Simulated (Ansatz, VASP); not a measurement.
# Cross-check of AlNi3 between VASP and Ansatz

Wanted: the spread between two codes on one cell, functional and k mesh. The cell is taken from a series of runs on this material, whose earlier steps may have relaxed, scaled, displaced or heated it; both programs get it as it stands.

Main program and level: Ansatz 0.2.0; plane waves, with VASP 6.6.1 beside it; single point at r2SCAN.

## (1) Set-up

Symmetry: Pm-3m, No. 221, cubic system. Conventional cell: a = 3.523 Å, b = 3.523 Å, c = 3.523 Å, α = 90.00°, β = 90.00°, γ = 90.00°. Nearest to Ni lie 8 Ni at 2.49 Å and 4 Al at 2.49 Å. Al has 12 Ni at 2.49 Å nearest. Farther neighbours are not listed.

## (2) Ansatz: single point, r2SCAN

Ansatz runs on its default PAW (the set named soft_2) files.

With cell and atoms fixed, the geometry can't cause a difference; cores, projectors, grids and the points listed under the comparison can.

input.yaml reads:

```yaml
crystal:
  lattice:
    - [3.5230547267, 0.0, 0.0]
    - [0.0, 3.5230547267, 0.0]
    - [0.0, 0.0, 3.5230547267]
  atoms:
    - { symbol: Ni, position: [0.5, 0.5, 0.0], spin: 1.0 }
    - { symbol: Ni, position: [0.5, 0.0, 0.5], spin: 1.0 }
    - { symbol: Ni, position: [0.0, 0.5, 0.5], spin: 1.0 }
    - { symbol: Al, position: [0.0, 0.0, 0.0] }
magnetization:
  spin_polarized: true
kpoints:
  mp_grid: { grid: [10, 10, 10] }
scf:
  occupations: { method: fermi_dirac, width: 0.05 }
  n_extra_bands: 10
hamiltonian:
  xc: r2scan
  pseudopotentials: { kind: paw }
output:
  forces: true
  stress: true
  eigenstates:
    kpoints:
      - [0.0, 0.0, 0.0]
      - [0.0, 0.08333333, 0.0]
      - [0.0, 0.16666667, 0.0]
      - [0.0, 0.25, 0.0]
      - [0.0, 0.33333333, 0.0]
      - [0.0, 0.41666667, 0.0]
      - [0.0, 0.5, 0.0]
      - [0.0, -0.41666667, 0.0]
      - [0.0, -0.33333333, 0.0]
      - [0.0, -0.25, 0.0]
      - [0.0, -0.16666667, 0.0]
      - [0.0, -0.08333333, 0.0]
      - [0.0625, 0.0, 0.0625]
      - [0.125, 0.0, 0.125]
      - [0.1875, 0.0, 0.1875]
      - [0.25, 0.0, 0.25]
      - [-0.30357143, -0.30357143, 0.0]
      - [-0.35714286, -0.35714286, 0.0]
      - [-0.41071429, -0.41071429, 0.0]
      - [-0.46428571, -0.46428571, 0.0]
      - [0.48214286, 0.48214286, 0.0]
      - [0.42857143, 0.42857143, 0.0]
      - [0.375, 0.375, 0.0]
      - [0.32142857, 0.32142857, 0.0]
      - [0.26785714, 0.26785714, 0.0]
      - [0.21428571, 0.21428571, 0.0]
      - [0.16071429, 0.16071429, 0.0]
      - [0.10714286, 0.10714286, 0.0]
      - [0.05357143, 0.05357143, 0.0]
      - [0.05, 0.05, 0.05]
      - [0.1, 0.1, 0.1]
      - [0.15, 0.15, 0.15]
      - [0.2, 0.2, 0.2]
      - [0.25, 0.25, 0.25]
      - [0.3, 0.3, 0.3]
      - [0.35, 0.35, 0.35]
      - [0.4, 0.4, 0.4]
      - [0.45, 0.45, 0.45]
      - [0.5, 0.5, 0.5]
      - [0.5, -0.4375, 0.4375]
      - [0.5, -0.375, 0.375]
      - [0.5, -0.3125, 0.3125]
      - [0.5, -0.25, 0.25]
      - [0.5, -0.1875, 0.1875]
      - [0.5, -0.125, 0.125]
      - [0.5, -0.0625, 0.0625]
      - [0.5, 0.0, 0.0]
      - [0.41666667, 0.0, 0.0]
      - [0.33333333, 0.0, 0.0]
      - [0.25, 0.0, 0.0]
      - [0.16666667, 0.0, 0.0]
      - [0.08333333, 0.0, 0.0]
    e_range: [-9.0, 4.0]
    unfold: { supercell_matrix: [[-1, 1, 1], [1, -1, 1], [1, 1, -1]] }
```

On the command line:

```console
ansatz run input.yaml --threads 2 --pin off --max-ram 6144MiB --backend cpu --events-out ev --progress --plain --runs-dir out
```

Numbers of over 12 decimals in the logs are rounded to 6 here.

Log:

```text
scf.n_extra_bands = 10 over 29 filled bands (N_el = 57.0): the run solves 39 bands
Engine: ansatz 0.2.0, aarch64-unknown-linux-gnu
Pseudopotentials: kind: paw
Pseudopotential: Ni, paw, valence charge 18, recommended cutoff 500 eV (meta_gga), Ni.paw.azcp
Pseudopotential: Al, paw, valence charge 3, recommended cutoff 500 eV (meta_gga), Al.paw.azcp
Functional definition: r2SCAN
  parameter k0 = 0.174
  parameter k1 = 0.065
  parameter a1 = 4.9479
  exchange = r2scan_x(k0 = k0, k1 = k1, a1 = a1)
  correlation = r2scan_c
Crystal: 4 atoms, lattice volume = 43.728 Å³
Basis set: ecut = 500 eV, 1141 PW (Γ), exchange–correlation on 108×108×108 points (64 copies of the dense FFT grid, shifted against one another)
Bands: 39, of which v1, the nominal top of the filled ones, is band 29 counted from 1 (28 counted from 0)
Symmetry: 48 space group operations
Space group: Pm-3m (ITA 221), of the structure as read, at distance tolerance 3.5e-5 Å
Magnetic group: BNS 221.92 (UNI 1594), of the structure as read, at distance tolerance 3.5e-5 Å
k-points: 56 of 1000
Non-local potential: Ni, projectors of the file, l = 0: 3, l = 1: 2, l = 2: 3, l = 3: 1
Non-local potential: Al, projectors of the file, l = 0: 2, l = 1: 2, l = 2: 1
PAW form: soft (Blöchl's): semilocal exchange-correlation on the pseudo side does not see the compensation charge
PAW frozen core: Ni, regenerated for the run's functional (the file was generated under x = pbe(κ = 0.804, μ = 0.219515), c = pbe(β = 0.066725))
PAW frozen core: Al, regenerated for the run's functional (the file was generated under x = pbe(κ = 0.804, μ = 0.219515), c = pbe(β = 0.066725))
PAW one-centre angular grid: Ni, 590 points (default); XC on 160 Gauss nodes
PAW one-centre angular grid: Al, 302 points (default); XC on 160 Gauss nodes
Initial density: superposition of atomic densities (chi_scale 0.1, normalization cell)
Starting moments: Σ|m| = 3 μB on 3 of 4 sites
Initial wavefunctions: pseudopotential atomic-orbital guess
Functional: x = r2scan, c = r2scan; τ floored in thin density (d = 2e-4 eV/Å³)
iter 1 solved again at ethr=2.61e-3 eV; its pass at ethr=3.10e-3 eV (dr2=1.49e0 eV) is discarded
SCF iter   1: F=—  HF=-18074.541640 eV  |F-HF|=—  |Δ(HF+E_count)|=         —  Δρ=4.40e-2 (↑4.40e-2 ↓3.41e-2)  dr2=1.12e0  dr2_τ=2.35e-2  dr2_m=1.71e-1  M=1.945 μB ∫|m|=2.514 μB  β_m=0.85  ethr=2.61e-3  ⟨swp⟩=3.5  Hψ=26614  notcnv=0
Mixer restart at iter 1: flushing history
preconditioner: auto → Kerker (q_TF=auto, 2.852 Å⁻¹)  [metal: Δε(μ)=0.013 eV  Ē_g=10.840 eV  σ=0.050 eV  W_gap=0.06  n_scr=18 (ndim 8)  ℏωp=32.3 eV  f_vac=0.000  D(μ)=4.84/eV (n_scr^D=80)]
spin=Collinear: Kerker preconditioning applied to the charge; magnetization (m = ρ↑ − ρ↓) channel mixes plain (no charge-response kernel on spin).
SCF iter   2: F=—  HF=-18074.324248 eV  |F-HF|=—  |Δ(HF+E_count)|=   2.17e-1  Δρ=2.59e-2 (↑1.36e-2 ↓2.59e-2)  dr2=3.18e-1  dr2_τ=3.00e-3  dr2_m=3.98e-2  M=1.647 μB ∫|m|=2.458 μB  β_m=1.00  ethr=1.97e-3  ⟨swp⟩=4.4  Hψ=9074  notcnv=0  defer=89  κ⁻¹=1.0e0(r=1)
SCF iter   3: F=—  HF=-18075.441370 eV  |F-HF|=—  |Δ(HF+E_count)|=    1.12e0  Δρ=2.47e-2 (↑1.35e-2 ↓2.47e-2)  dr2=4.14e-1  dr2_τ=1.43e-3  dr2_m=2.29e-2  M=1.454 μB ∫|m|=2.379 μB  β_m=1.00  ethr=5.58e-4  ⟨swp⟩=2.1  Hψ=5975  notcnv=0  defer=395  κ⁻¹=7.4e-3(r=2)
SCF iter   4: F=—  HF=-18076.569935 eV  |F-HF|=—  |Δ(HF+E_count)|=    1.13e0  Δρ=1.82e-2 (↑1.09e-2 ↓1.82e-2)  dr2=3.32e-1  dr2_τ=7.68e-4  dr2_m=9.86e-3  M=1.307 μB ∫|m|=2.229 μB  β_m=1.00  ethr=5.58e-4  ⟨swp⟩=3.2  Hψ=7609  notcnv=0  defer=399  κ⁻¹=3.3e-3(r=3)
SCF iter   5: F=—  HF=-18077.860734 eV  |F-HF|=—  |Δ(HF+E_count)|=    1.29e0  Δρ=1.16e-2 (↑5.95e-3 ↓1.16e-2)  dr2=1.88e-1  dr2_τ=1.45e-4  dr2_m=6.76e-3  M=1.063 μB ∫|m|=1.767 μB  β_m=1.00  ethr=5.58e-4  ⟨swp⟩=3.1  Hψ=8052  notcnv=0  defer=406  κ⁻¹=1.4e-3(r=4)
SCF iter   6: F=—  HF=-18077.895406 eV  |F-HF|=—  |Δ(HF+E_count)|=         —  Δρ=7.47e-3 (↑7.47e-3 ↓5.26e-3)  dr2=2.75e-2  dr2_τ=2.94e-4  dr2_m=3.39e-3  M=0.897 μB ∫|m|=1.325 μB  β_m=1.00  ethr=3.31e-4  ⟨swp⟩=3.2  Hψ=8491  notcnv=0  defer=415
Mixer restart at iter 6: flushing history
SCF iter   7: F=—  HF=-18077.932164 eV  |F-HF|=—  |Δ(HF+E_count)|=   3.68e-2  Δρ=5.10e-3 (↑4.59e-3 ↓5.10e-3)  dr2=1.84e-2  dr2_τ=1.04e-4  dr2_m=1.31e-4  M=0.894 μB ∫|m|=1.348 μB  β_m=1.00  ethr=4.83e-5  ⟨swp⟩=2.4  Hψ=7084  notcnv=0  defer=418  κ⁻¹=1.0e0(r=1)
[...]
SCF iter   9: F=—  HF=-18077.987241 eV  |F-HF|=—  |Δ(HF+E_count)|=   1.86e-2  Δρ=2.18e-3 (↑2.18e-3 ↓1.69e-3)  dr2=4.20e-3  dr2_τ=2.45e-5  dr2_m=2.95e-5  M=0.901 μB ∫|m|=1.351 μB  β_m=1.00  ethr=1.82e-5  ⟨swp⟩=2.3  Hψ=8054  notcnv=0  defer=419  κ⁻¹=2.4e-2(r=3)
SCF iter  10: F=—  HF=-18077.986499 eV  |F-HF|=—  |Δ(HF+E_count)|=   7.42e-4  Δρ=7.83e-4 (↑7.83e-4 ↓6.14e-4)  dr2=1.64e-4  dr2_τ=3.16e-6  dr2_m=1.12e-4  M=0.906 μB ∫|m|=1.339 μB  β_m=1.00  ethr=7.37e-6  ⟨swp⟩=2.4  Hψ=6939  notcnv=0  defer=419  κ⁻¹=3.3e-3(r=4)
SCF iter  11: F=—  HF=-18077.986869 eV  |F-HF|=—  |Δ(HF+E_count)|=   3.70e-4  Δρ=3.71e-4 (↑3.71e-4 ↓3.55e-4)  dr2=1.04e-4  dr2_τ=7.76e-7  dr2_m=1.22e-6  M=0.905 μB ∫|m|=1.345 μB  β_m=1.00  ethr=2.88e-7  ⟨swp⟩=2.0  Hψ=7568  notcnv=0  defer=419  κ⁻¹=1.5e-3(r=5)
SCF iter  12: F=—  HF=-18077.986973 eV  |F-HF|=—  |Δ(HF+E_count)|=   1.04e-4  Δρ=3.38e-4 (↑2.84e-4 ↓3.38e-4)  dr2=7.32e-5  dr2_τ=3.47e-7  dr2_m=6.29e-7  M=0.904 μB ∫|m|=1.347 μB  β_m=1.00  ethr=1.82e-7  ⟨swp⟩=2.0  Hψ=6097  notcnv=0  defer=419  κ⁻¹=4.1e-4(r=6)
SCF iter  13: F=—  HF=-18077.987040 eV  |F-HF|=—  |Δ(HF+E_count)|=   6.74e-5  Δρ=1.08e-4 (↑1.08e-4 ↓5.27e-5)  dr2=3.96e-6  dr2_τ=5.52e-8  dr2_m=7.93e-7  M=0.903 μB ∫|m|=1.347 μB  β_m=1.00  ethr=1.28e-7  ⟨swp⟩=2.0  Hψ=7565  notcnv=0  defer=419  κ⁻¹=9.7e-5(r=7)
SCF iter  14: F=—  HF=-18077.987054 eV  |F-HF|=—  |Δ(HF+E_count)|=   1.35e-5  Δρ=6.08e-5 (↑5.13e-5 ↓6.08e-5)  dr2=1.41e-6  dr2_τ=1.46e-8  dr2_m=4.09e-8  M=0.903 μB ∫|m|=1.346 μB  β_m=1.00  ethr=6.95e-9  ⟨swp⟩=2.0  Hψ=7547  notcnv=0  defer=419  κ⁻¹=1.9e-5(r=8)
SCF iter  15: F=—  HF=-18077.987060 eV  |F-HF|=—  |Δ(HF+E_count)|=   6.89e-6  Δρ=2.56e-5 (↑2.56e-5 ↓2.32e-5)  dr2=3.36e-7  dr2_τ=4.32e-9  dr2_m=4.20e-8  M=0.904 μB ∫|m|=1.346 μB  β_m=1.00  ethr=2.47e-9  ⟨swp⟩=2.0  Hψ=7562  notcnv=0  defer=419  κ⁻¹=5.4e-6(r=8)
SCF iter  16: F=—  HF=-18077.987062 eV  |F-HF|=—  |Δ(HF+E_count)|=   1.32e-6  Δρ=2.58e-5 (↑1.70e-5 ↓2.58e-5)  dr2=4.69e-7  dr2_τ=5.20e-10  dr2_m=9.26e-9  M=0.904 μB ∫|m|=1.347 μB  β_m=1.00  ethr=5.89e-10  ⟨swp⟩=2.0  Hψ=7630  notcnv=0  defer=419  κ⁻¹=1.2e-6(r=8)
SCF iter  17: F=—  HF=-18077.987062 eV  |F-HF|=—  |Δ(HF+E_count)|=   5.56e-9  Δρ=5.47e-6 (↑5.08e-6 ↓5.47e-6)  dr2=1.41e-8  dr2_τ=2.52e-10  dr2_m=1.30e-10  M=0.904 μB ∫|m|=1.347 μB  β_m=1.00  ethr=5.89e-10  ⟨swp⟩=1.8  Hψ=5093  notcnv=0  defer=419  κ⁻¹=5.5e-7(r=8)
SCF iter  18: F=-18077.987062 eV  HF=-18077.987062 eV  |F-HF|=3.88e-9  |Δ(HF+E_count)|=   8.19e-8  Δρ=2.93e-6 (↑2.66e-6 ↓2.93e-6)  dr2=6.93e-9  dr2_τ=6.29e-11  dr2_m=2.93e-10  M=0.904 μB ∫|m|=1.347 μB  ethr=2.47e-11  ⟨swp⟩=8.9  Hψ=22522  notcnv=0
SCF 1 converged in 18 iterations: F = -18077.987062 eV  dr2 = 6.93e-9
  greatest PAW one-centre occupation: 1.001 electrons in one spin orbital (limit 2), on the Ni atom at site 1 (counted from 0), in its partial waves of l = 1
this state was not tested for a lower state beside it, because the mixer in use, unlike msr1, does not test its closes by its own steps (another_mixer; see scf.mixing.algorithm and scf.lower_state_search)
NSCF: frozen V_eff on 52 k-points
SCF converged after 18 iterations
Magnetization: 0.9041 μB (28.9520 up, 28.0480 down)
Absolute magnetization: 1.3470 μB (∫|ρ↑−ρ↓|, with the PAW one-centre terms)
Spin contamination: 0.0405 ħ² per cell (⟨S²⟩ above its minimum at these occupations)
Per-site moments (μB) at R_I (Å): [(0.361817, 1.027610), (0.361817, 1.027610), (0.361817, 1.027610), (-0.031696, 1.027610)]
Free energy (F): -18077.987062 eV
Harris-Foulkes:  -18077.987062 eV  (|F-HF|=3.88e-9)
Internal energy: -18077.969831 eV  (E = F + TS)
E sigma→0 (E₀):  -18077.978446 eV
Entropy (-TS):   -0.017231 eV (-4.308 meV/atom)
Fermi energy:    16.358986 eV
--- Per-component energies (eV) ---
  E_band       = -979.655594
  E_kinetic    = 877.760055
  E_local      = -11886.712215  (includes V_loc(G=0)·N_el)
  E_nonlocal   = 1930.445560
  E_hartree    = 5073.361618
  E_xc         = -276.117660
  E_vxc        = -387.403766  (∫ρ·V_xc dr)
  E_paw        = -5407.568021  (= ΣΔE_a)
  E_vpaw       = -1688.634877  (= ΣTr[D̂ρ^β])
  E_aug_tail   = 0.000687  (compensation charges beyond the density's cutoff)
  E_vtau       = 28.156713  (kinetic-family band-sum trace: ∫τ·v_τ [+ j·A + Jᵃ·Aᵃ] dr)
  E_ewald      = -8388.179542
  E_core_change = -0.960314  (= ΣΔE_core)
  E_smearing   = -0.017231  (= −TS)
  E_closure    = 0.000000  (closes the sum)
  Σ components = -18077.987062   (vs F -18077.987062, Δ=0.00e0)
--- Forces (eV/Å), atoms counted from 1 ---
  atom   1  Ni     0.00000000    -0.00000000    -0.00000000
  atom   2  Ni     0.00000000    -0.00000000     0.00000000
  atom   3  Ni     0.00000000     0.00000000     0.00000000
  atom   4  Al    -0.00000000    -0.00000000     0.00000000
  max |Σ_I F_I| component: 8.59e-29 eV/Å
--- Stress (GPa, compression-positive) ---
        0.542582       0.000000       0.000000
        0.000000       0.542582       0.000000
        0.000000       0.000000       0.542582
  P = ⅓ Tr σ = 0.5426 GPa (5.426 kbar)
--- Band table (eV; the first three rows and the last of 112) ---
  k-point 0 ↑: bands = [... 25 lower, 15.9452, 15.9452, 15.9452, 17.1775, 17.1775, 17.1775, 23.1518, 23.1518, ... 6 higher]
  k-point 1 ↑: bands = [... 25 lower, 15.6849, 15.7862, 15.9453, 16.6470, 17.6037, 17.6037, 23.1371, 23.5748, ... 6 higher]
  k-point 2 ↑: bands = [... 25 lower, 15.4858, 15.6567, 15.7373, 15.9456, 18.4749, 18.4749, 23.0944, 23.9441, ... 6 higher]
  k-point 55 ↓: bands = [... 25 lower, 15.2985, 15.2985, 15.8093, 16.5749, 16.5749, 16.5749, 20.2735, 20.9054, ... 6 higher]
```

The column dr2 measures how far the density is from self-consistency, as an energy; F and HF (Harris–Foulkes) agree once it is small.

The run ends at a pressure of 0.54 GPa.

[end of part 1 of 2]

[Lines on the potential files, build, host, timing and source positions are cut from VASP's logs without a mark.]

[Logs are printed without paths, hosts, clocks, repeated set-up lines and the standing remarks that a program may print on its own settings, such as how far it seeks lower states.]

[Hosts, paths, dates, database ids (printed as entryN), source tags and the programs' standing remarks are cut or masked in the printed files.]
